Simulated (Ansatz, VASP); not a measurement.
# Sn: VASP beside Ansatz, part 2 of 4

Aim: how closely do two programs agree when they are given the same cell, functional and k mesh? The structure shown is the end of the Ansatz relaxation below.

VASP 6.6.1 and Ansatz 0.2.0.

So far: Set-up; Ansatz: relaxation, r2SCAN.

## Step 3: VASP: single point, r2SCAN, pair 1

Level of this step: r2SCAN; plane waves and PAW (Sn_d) (VASP).

The same cell, functional, mesh and smearing now go to VASP, with its own data sets.

Lines of VASP's logs that name or quote its potential files are left out, and so is its time.

INCAR reads:

```
SYSTEM = Sn
PREC = Accurate
ENCUT = 550
EDIFF = 1E-06
NELM = 120
ISMEAR = 0
SIGMA = 0.015
LREAL = .FALSE.
ALGO = Normal
METAGGA = R2SCAN
LASPH = .TRUE.
NBANDS = 20
LORBIT = 11
LWAVE = .FALSE.
LCHARG = .FALSE.
ISIF = 2
ISYM = 2
GGA_COMPAT = .FALSE.
LMIXTAU = .TRUE.
KPAR = 2
```

POSCAR reads:

```
Sn
1.0
   -0.0011076619      3.3265947775      3.3265947775
    3.3265947775     -0.0011076619      3.3265947775
    3.3265947775      3.3265947775     -0.0011076619
Sn
2
Direct
    0.4999300945      0.4999300945      0.4999300945
    0.7500699055      0.7500699055      0.7500699055
```

KPOINTS reads:

```
Points of the shifted mesh
1728
Reciprocal
 0.0416666667  0.0416666667  0.0416666667 1
 0.0416666667  0.0416666667  0.1250000000 1
 0.0416666667  0.0416666667  0.2083333333 1
 0.0416666667  0.0416666667  0.2916666667 1
 0.0416666667  0.0416666667  0.3750000000 1
 0.0416666667  0.0416666667  0.4583333333 1
 0.0416666667  0.0416666667  0.5416666667 1
 0.0416666667  0.0416666667  0.6250000000 1
 0.0416666667  0.0416666667  0.7083333333 1
 0.0416666667  0.0416666667  0.7916666667 1
 0.0416666667  0.0416666667  0.8750000000 1
 0.0416666667  0.0416666667  0.9583333333 1
 0.0416666667  0.1250000000  0.0416666667 1
 0.0416666667  0.1250000000  0.1250000000 1
 0.0416666667  0.1250000000  0.2083333333 1
 0.0416666667  0.1250000000  0.2916666667 1
 0.0416666667  0.1250000000  0.3750000000 1
 0.0416666667  0.1250000000  0.4583333333 1
 0.0416666667  0.1250000000  0.5416666667 1
 0.0416666667  0.1250000000  0.6250000000 1
 0.0416666667  0.1250000000  0.7083333333 1
 0.0416666667  0.1250000000  0.7916666667 1
 0.0416666667  0.1250000000  0.8750000000 1
 0.0416666667  0.1250000000  0.9583333333 1
 0.0416666667  0.2083333333  0.0416666667 1
 0.0416666667  0.2083333333  0.1250000000 1
 0.0416666667  0.2083333333  0.2083333333 1
 0.0416666667  0.2083333333  0.2916666667 1
 0.0416666667  0.2083333333  0.3750000000 1
 0.0416666667  0.2083333333  0.4583333333 1
 0.0416666667  0.2083333333  0.5416666667 1
 0.0416666667  0.2083333333  0.6250000000 1
 0.0416666667  0.2083333333  0.7083333333 1
 0.0416666667  0.2083333333  0.7916666667 1
 0.0416666667  0.2083333333  0.8750000000 1
 0.0416666667  0.2083333333  0.9583333333 1
 0.0416666667  0.2916666667  0.0416666667 1
 0.0416666667  0.2916666667  0.1250000000 1
 0.0416666667  0.2916666667  0.2083333333 1
 0.0416666667  0.2916666667  0.2916666667 1
 0.0416666667  0.2916666667  0.3750000000 1
 0.0416666667  0.2916666667  0.4583333333 1
 0.0416666667  0.2916666667  0.5416666667 1
 0.0416666667  0.2916666667  0.6250000000 1
 0.0416666667  0.2916666667  0.7083333333 1
 0.0416666667  0.2916666667  0.7916666667 1
 0.0416666667  0.2916666667  0.8750000000 1
 0.0416666667  0.2916666667  0.9583333333 1
 0.0416666667  0.3750000000  0.0416666667 1
 0.0416666667  0.3750000000  0.1250000000 1
 0.0416666667  0.3750000000  0.2083333333 1
 0.0416666667  0.3750000000  0.2916666667 1
 0.0416666667  0.3750000000  0.3750000000 1
 0.0416666667  0.3750000000  0.4583333333 1
 0.0416666667  0.3750000000  0.5416666667 1
 0.0416666667  0.3750000000  0.6250000000 1
 0.0416666667  0.3750000000  0.7083333333 1
 0.0416666667  0.3750000000  0.7916666667 1
 0.0416666667  0.3750000000  0.8750000000 1
 0.0416666667  0.3750000000  0.9583333333 1
 0.0416666667  0.4583333333  0.0416666667 1
 0.0416666667  0.4583333333  0.1250000000 1
 0.0416666667  0.4583333333  0.2083333333 1
 0.0416666667  0.4583333333  0.2916666667 1
 0.0416666667  0.4583333333  0.3750000000 1
 0.0416666667  0.4583333333  0.4583333333 1
 0.0416666667  0.4583333333  0.5416666667 1
 0.0416666667  0.4583333333  0.6250000000 1
 0.0416666667  0.4583333333  0.7083333333 1
 0.0416666667  0.4583333333  0.7916666667 1
 0.0416666667  0.4583333333  0.8750000000 1
 0.0416666667  0.4583333333  0.9583333333 1
 0.0416666667  0.5416666667  0.0416666667 1
 0.0416666667  0.5416666667  0.1250000000 1
 0.0416666667  0.5416666667  0.2083333333 1
 0.0416666667  0.5416666667  0.2916666667 1
 0.0416666667  0.5416666667  0.3750000000 1
 0.0416666667  0.5416666667  0.4583333333 1
 0.0416666667  0.5416666667  0.5416666667 1
 0.0416666667  0.5416666667  0.6250000000 1
 0.0416666667  0.5416666667  0.7083333333 1
 0.0416666667  0.5416666667  0.7916666667 1
 0.0416666667  0.5416666667  0.8750000000 1
 0.0416666667  0.5416666667  0.9583333333 1
 0.0416666667  0.6250000000  0.0416666667 1
 0.0416666667  0.6250000000  0.1250000000 1
 0.0416666667  0.6250000000  0.2083333333 1
 0.0416666667  0.6250000000  0.2916666667 1
 0.0416666667  0.6250000000  0.3750000000 1
 0.0416666667  0.6250000000  0.4583333333 1
 0.0416666667  0.6250000000  0.5416666667 1
 0.0416666667  0.6250000000  0.6250000000 1
 0.0416666667  0.6250000000  0.7083333333 1
 0.0416666667  0.6250000000  0.7916666667 1
 0.0416666667  0.6250000000  0.8750000000 1
 0.0416666667  0.6250000000  0.9583333333 1
 0.0416666667  0.7083333333  0.0416666667 1
 0.0416666667  0.7083333333  0.1250000000 1
 0.0416666667  0.7083333333  0.2083333333 1
 0.0416666667  0.7083333333  0.2916666667 1
 0.0416666667  0.7083333333  0.3750000000 1
 0.0416666667  0.7083333333  0.4583333333 1
 0.0416666667  0.7083333333  0.5416666667 1
 0.0416666667  0.7083333333  0.6250000000 1
 0.0416666667  0.7083333333  0.7083333333 1
 0.0416666667  0.7083333333  0.7916666667 1
 0.0416666667  0.7083333333  0.8750000000 1
 0.0416666667  0.7083333333  0.9583333333 1
 0.0416666667  0.7916666667  0.0416666667 1
 0.0416666667  0.7916666667  0.1250000000 1
 0.0416666667  0.7916666667  0.2083333333 1
 0.0416666667  0.7916666667  0.2916666667 1
[... 1390 lines left out ...]
 0.8750000000  0.4583333333  0.1250000000 1
 0.8750000000  0.4583333333  0.2083333333 1
 0.8750000000  0.4583333333  0.2916666667 1
 0.8750000000  0.4583333333  0.3750000000 1
 0.8750000000  0.4583333333  0.4583333333 1
 0.8750000000  0.4583333333  0.5416666667 1
 0.8750000000  0.4583333333  0.6250000000 1
 0.8750000000  0.4583333333  0.7083333333 1
 0.8750000000  0.4583333333  0.7916666667 1
 0.8750000000  0.4583333333  0.8750000000 1
 0.8750000000  0.4583333333  0.9583333333 1
 0.8750000000  0.5416666667  0.0416666667 1
 0.8750000000  0.5416666667  0.1250000000 1
 0.8750000000  0.5416666667  0.2083333333 1
 0.8750000000  0.5416666667  0.2916666667 1
 0.8750000000  0.5416666667  0.3750000000 1
 0.8750000000  0.5416666667  0.4583333333 1
 0.8750000000  0.5416666667  0.5416666667 1
 0.8750000000  0.5416666667  0.6250000000 1
 0.8750000000  0.5416666667  0.7083333333 1
 0.8750000000  0.5416666667  0.7916666667 1
 0.8750000000  0.5416666667  0.8750000000 1
 0.8750000000  0.5416666667  0.9583333333 1
 0.8750000000  0.6250000000  0.0416666667 1
 0.8750000000  0.6250000000  0.1250000000 1
 0.8750000000  0.6250000000  0.2083333333 1
 0.8750000000  0.6250000000  0.2916666667 1
 0.8750000000  0.6250000000  0.3750000000 1
 0.8750000000  0.6250000000  0.4583333333 1
 0.8750000000  0.6250000000  0.5416666667 1
 0.8750000000  0.6250000000  0.6250000000 1
 0.8750000000  0.6250000000  0.7083333333 1
 0.8750000000  0.6250000000  0.7916666667 1
 0.8750000000  0.6250000000  0.8750000000 1
 0.8750000000  0.6250000000  0.9583333333 1
 0.8750000000  0.7083333333  0.0416666667 1
 0.8750000000  0.7083333333  0.1250000000 1
 0.8750000000  0.7083333333  0.2083333333 1
 0.8750000000  0.7083333333  0.2916666667 1
 0.8750000000  0.7083333333  0.3750000000 1
 0.8750000000  0.7083333333  0.4583333333 1
 0.8750000000  0.7083333333  0.5416666667 1
 0.8750000000  0.7083333333  0.6250000000 1
 0.8750000000  0.7083333333  0.7083333333 1
 0.8750000000  0.7083333333  0.7916666667 1
 0.8750000000  0.7083333333  0.8750000000 1
 0.8750000000  0.7083333333  0.9583333333 1
 0.8750000000  0.7916666667  0.0416666667 1
 0.8750000000  0.7916666667  0.1250000000 1
 0.8750000000  0.7916666667  0.2083333333 1
 0.8750000000  0.7916666667  0.2916666667 1
 0.8750000000  0.7916666667  0.3750000000 1
 0.8750000000  0.7916666667  0.4583333333 1
 0.8750000000  0.7916666667  0.5416666667 1
 0.8750000000  0.7916666667  0.6250000000 1
 0.8750000000  0.7916666667  0.7083333333 1
 0.8750000000  0.7916666667  0.7916666667 1
 0.8750000000  0.7916666667  0.8750000000 1
 0.8750000000  0.7916666667  0.9583333333 1
 0.8750000000  0.8750000000  0.0416666667 1
 0.8750000000  0.8750000000  0.1250000000 1
 0.8750000000  0.8750000000  0.2083333333 1
 0.8750000000  0.8750000000  0.2916666667 1
 0.8750000000  0.8750000000  0.3750000000 1
 0.8750000000  0.8750000000  0.4583333333 1
 0.8750000000  0.8750000000  0.5416666667 1
 0.8750000000  0.8750000000  0.6250000000 1
 0.8750000000  0.8750000000  0.7083333333 1
 0.8750000000  0.8750000000  0.7916666667 1
 0.8750000000  0.8750000000  0.8750000000 1
 0.8750000000  0.8750000000  0.9583333333 1
 0.8750000000  0.9583333333  0.0416666667 1
 0.8750000000  0.9583333333  0.1250000000 1
 0.8750000000  0.9583333333  0.2083333333 1
 0.8750000000  0.9583333333  0.2916666667 1
 0.8750000000  0.9583333333  0.3750000000 1
 0.8750000000  0.9583333333  0.4583333333 1
 0.8750000000  0.9583333333  0.5416666667 1
 0.8750000000  0.9583333333  0.6250000000 1
 0.8750000000  0.9583333333  0.7083333333 1
 0.8750000000  0.9583333333  0.7916666667 1
 0.8750000000  0.9583333333  0.8750000000 1
 0.8750000000  0.9583333333  0.9583333333 1
 0.9583333333  0.0416666667  0.0416666667 1
 0.9583333333  0.0416666667  0.1250000000 1
 0.9583333333  0.0416666667  0.2083333333 1
 0.9583333333  0.0416666667  0.2916666667 1
 0.9583333333  0.0416666667  0.3750000000 1
 0.9583333333  0.0416666667  0.4583333333 1
 0.9583333333  0.0416666667  0.5416666667 1
 0.9583333333  0.0416666667  0.6250000000 1
 0.9583333333  0.0416666667  0.7083333333 1
 0.9583333333  0.0416666667  0.7916666667 1
 0.9583333333  0.0416666667  0.8750000000 1
 0.9583333333  0.0416666667  0.9583333333 1
 0.9583333333  0.1250000000  0.0416666667 1
 0.9583333333  0.1250000000  0.1250000000 1
 0.9583333333  0.1250000000  0.2083333333 1
 0.9583333333  0.1250000000  0.2916666667 1
 0.9583333333  0.1250000000  0.3750000000 1
 0.9583333333  0.1250000000  0.4583333333 1
 0.9583333333  0.1250000000  0.5416666667 1
 0.9583333333  0.1250000000  0.6250000000 1
 0.9583333333  0.1250000000  0.7083333333 1
 0.9583333333  0.1250000000  0.7916666667 1
 0.9583333333  0.1250000000  0.8750000000 1
 0.9583333333  0.1250000000  0.9583333333 1
 0.9583333333  0.2083333333  0.0416666667 1
 0.9583333333  0.2083333333  0.1250000000 1
 0.9583333333  0.2083333333  0.2083333333 1
 0.9583333333  0.2083333333  0.2916666667 1
 0.9583333333  0.2083333333  0.3750000000 1
 0.9583333333  0.2083333333  0.4583333333 1
 0.9583333333  0.2083333333  0.5416666667 1
 0.9583333333  0.2083333333  0.6250000000 1
 0.9583333333  0.2083333333  0.7083333333 1
 0.9583333333  0.2083333333  0.7916666667 1
 0.9583333333  0.2083333333  0.8750000000 1
 0.9583333333  0.2083333333  0.9583333333 1
 0.9583333333  0.2916666667  0.0416666667 1
 0.9583333333  0.2916666667  0.1250000000 1
 0.9583333333  0.2916666667  0.2083333333 1
 0.9583333333  0.2916666667  0.2916666667 1
 0.9583333333  0.2916666667  0.3750000000 1
 0.9583333333  0.2916666667  0.4583333333 1
 0.9583333333  0.2916666667  0.5416666667 1
 0.9583333333  0.2916666667  0.6250000000 1
 0.9583333333  0.2916666667  0.7083333333 1
 0.9583333333  0.2916666667  0.7916666667 1
 0.9583333333  0.2916666667  0.8750000000 1
 0.9583333333  0.2916666667  0.9583333333 1
 0.9583333333  0.3750000000  0.0416666667 1
 0.9583333333  0.3750000000  0.1250000000 1
 0.9583333333  0.3750000000  0.2083333333 1
 0.9583333333  0.3750000000  0.2916666667 1
 0.9583333333  0.3750000000  0.3750000000 1
 0.9583333333  0.3750000000  0.4583333333 1
 0.9583333333  0.3750000000  0.5416666667 1
 0.9583333333  0.3750000000  0.6250000000 1
 0.9583333333  0.3750000000  0.7083333333 1
 0.9583333333  0.3750000000  0.7916666667 1
 0.9583333333  0.3750000000  0.8750000000 1
 0.9583333333  0.3750000000  0.9583333333 1
 0.9583333333  0.4583333333  0.0416666667 1
 0.9583333333  0.4583333333  0.1250000000 1
 0.9583333333  0.4583333333  0.2083333333 1
 0.9583333333  0.4583333333  0.2916666667 1
 0.9583333333  0.4583333333  0.3750000000 1
 0.9583333333  0.4583333333  0.4583333333 1
 0.9583333333  0.4583333333  0.5416666667 1
 0.9583333333  0.4583333333  0.6250000000 1
 0.9583333333  0.4583333333  0.7083333333 1
 0.9583333333  0.4583333333  0.7916666667 1
 0.9583333333  0.4583333333  0.8750000000 1
 0.9583333333  0.4583333333  0.9583333333 1
 0.9583333333  0.5416666667  0.0416666667 1
 0.9583333333  0.5416666667  0.1250000000 1
 0.9583333333  0.5416666667  0.2083333333 1
 0.9583333333  0.5416666667  0.2916666667 1
 0.9583333333  0.5416666667  0.3750000000 1
 0.9583333333  0.5416666667  0.4583333333 1
 0.9583333333  0.5416666667  0.5416666667 1
 0.9583333333  0.5416666667  0.6250000000 1
 0.9583333333  0.5416666667  0.7083333333 1
 0.9583333333  0.5416666667  0.7916666667 1
 0.9583333333  0.5416666667  0.8750000000 1
 0.9583333333  0.5416666667  0.9583333333 1
 0.9583333333  0.6250000000  0.0416666667 1
 0.9583333333  0.6250000000  0.1250000000 1
 0.9583333333  0.6250000000  0.2083333333 1
 0.9583333333  0.6250000000  0.2916666667 1
 0.9583333333  0.6250000000  0.3750000000 1
 0.9583333333  0.6250000000  0.4583333333 1
 0.9583333333  0.6250000000  0.5416666667 1
 0.9583333333  0.6250000000  0.6250000000 1
 0.9583333333  0.6250000000  0.7083333333 1
 0.9583333333  0.6250000000  0.7916666667 1
 0.9583333333  0.6250000000  0.8750000000 1
 0.9583333333  0.6250000000  0.9583333333 1
 0.9583333333  0.7083333333  0.0416666667 1
 0.9583333333  0.7083333333  0.1250000000 1
 0.9583333333  0.7083333333  0.2083333333 1
 0.9583333333  0.7083333333  0.2916666667 1
 0.9583333333  0.7083333333  0.3750000000 1
 0.9583333333  0.7083333333  0.4583333333 1
 0.9583333333  0.7083333333  0.5416666667 1
 0.9583333333  0.7083333333  0.6250000000 1
 0.9583333333  0.7083333333  0.7083333333 1
 0.9583333333  0.7083333333  0.7916666667 1
 0.9583333333  0.7083333333  0.8750000000 1
 0.9583333333  0.7083333333  0.9583333333 1
 0.9583333333  0.7916666667  0.0416666667 1
 0.9583333333  0.7916666667  0.1250000000 1
 0.9583333333  0.7916666667  0.2083333333 1
 0.9583333333  0.7916666667  0.2916666667 1
 0.9583333333  0.7916666667  0.3750000000 1
 0.9583333333  0.7916666667  0.4583333333 1
 0.9583333333  0.7916666667  0.5416666667 1
 0.9583333333  0.7916666667  0.6250000000 1
 0.9583333333  0.7916666667  0.7083333333 1
 0.9583333333  0.7916666667  0.7916666667 1
 0.9583333333  0.7916666667  0.8750000000 1
 0.9583333333  0.7916666667  0.9583333333 1
 0.9583333333  0.8750000000  0.0416666667 1
 0.9583333333  0.8750000000  0.1250000000 1
 0.9583333333  0.8750000000  0.2083333333 1
 0.9583333333  0.8750000000  0.2916666667 1
 0.9583333333  0.8750000000  0.3750000000 1
 0.9583333333  0.8750000000  0.4583333333 1
 0.9583333333  0.8750000000  0.5416666667 1
 0.9583333333  0.8750000000  0.6250000000 1
 0.9583333333  0.8750000000  0.7083333333 1
 0.9583333333  0.8750000000  0.7916666667 1
 0.9583333333  0.8750000000  0.8750000000 1
 0.9583333333  0.8750000000  0.9583333333 1
 0.9583333333  0.9583333333  0.0416666667 1
 0.9583333333  0.9583333333  0.1250000000 1
 0.9583333333  0.9583333333  0.2083333333 1
 0.9583333333  0.9583333333  0.2916666667 1
 0.9583333333  0.9583333333  0.3750000000 1
 0.9583333333  0.9583333333  0.4583333333 1
 0.9583333333  0.9583333333  0.5416666667 1
 0.9583333333  0.9583333333  0.6250000000 1
 0.9583333333  0.9583333333  0.7083333333 1
 0.9583333333  0.9583333333  0.7916666667 1
 0.9583333333  0.9583333333  0.8750000000 1
 0.9583333333  0.9583333333  0.9583333333 1
```

PAW data sets: Sn_d (PBE family, release 64).

On the command line:

```
mpirun -np 2 vasp_std
```

Output:

```text
[banner, memory and clock lines left out]
running    2 mpi-ranks, on    1 nodes
 distrk:  each k-point on    1 cores,    2 groups
 distr:  one band on    1 cores,    1 groups

 POSCAR found type information on POSCAR Sn
 POSCAR found :  1 types and       2 ions
|                                                                             |
|               ----> ADVICE to this user running VASP <----                  |
|                                                                             |
|     You enforced a specific xc type in the INCAR file but a different       |
|     [... a line on the potential file left out ...]
|     I HOPE YOU KNOW WHAT YOU ARE DOING!                                     |
|                                                                             |

 LDA part: xc-table for (None), standard interpolation
 POSCAR, INCAR and KPOINTS ok, starting setup
 FFT: planning ... GRIDC
 FFT: planning ... GRID_SOFT
 FFT: planning ... GRID
 WAVECAR not read
 entering main loop
       N       E                     dE             d eps       ncg     rms          rms(c)
DAV:   1     0.186293113201E+03    0.18629E+03   -0.15825E+04 69496   0.209E+03
DAV:   2    -0.288143254577E+02   -0.21511E+03   -0.21122E+03 69284   0.462E+02
DAV:   3    -0.528840797868E+02   -0.24070E+02   -0.23923E+02 78892   0.149E+02
DAV:   4    -0.536846939834E+02   -0.80061E+00   -0.80012E+00 78456   0.304E+01
DAV:   5    -0.537157329344E+02   -0.31039E-01   -0.31038E-01100444   0.573E+00    0.445E+00
DAV:   6    -0.496581749113E+02    0.40576E+01   -0.13561E+00 73176   0.196E+01    0.216E+00
DAV:   7    -0.489510999172E+02    0.70707E+00   -0.45767E-01 70536   0.790E+00    0.825E-01
DAV:   8    -0.495630867492E+02   -0.61199E+00   -0.36351E-01 69188   0.530E+00    0.405E-01
DAV:   9    -0.494715916626E+02    0.91495E-01   -0.25715E-02 76240   0.137E+00    0.262E-01
DAV:  10    -0.494691436040E+02    0.24481E-02   -0.39128E-03 71548   0.587E-01    0.227E-01
DAV:  11    -0.494732650927E+02   -0.41215E-02   -0.35860E-03 73540   0.689E-01    0.440E-02
DAV:  12    -0.494808886966E+02   -0.76236E-02   -0.35478E-03 69484   0.582E-01    0.228E-02
DAV:  13    -0.494818115746E+02   -0.92288E-03   -0.20282E-04 79812   0.124E-01    0.121E-02
DAV:  14    -0.494829036255E+02   -0.10921E-02   -0.39753E-04 69516   0.204E-01    0.505E-03
DAV:  15    -0.494829170527E+02   -0.13427E-04   -0.61752E-05 70820   0.738E-02    0.308E-03
DAV:  16    -0.494829380730E+02   -0.21020E-04   -0.17355E-05 69840   0.390E-02    0.109E-03
DAV:  17    -0.494829496626E+02   -0.11590E-04   -0.33117E-06 60024   0.208E-02    0.158E-03
DAV:  18    -0.494829496579E+02    0.47139E-08   -0.89664E-08 49748   0.370E-03
   1 F= -.49482950E+02 E0= -.49482941E+02  d E =-.172111E-04
```

(Part 2 of 4 ends here.)

[Lines on the potential files, build, host, timing and source positions are cut from VASP's logs without a mark.]

[Logs are printed without paths, hosts, clocks, repeated set-up lines and the standing remarks that a program may print on its own settings, such as how far it seeks lower states.]

[Hosts, paths, dates, database ids (printed as entryN), source tags and the programs' standing remarks are cut or masked in the printed files.]
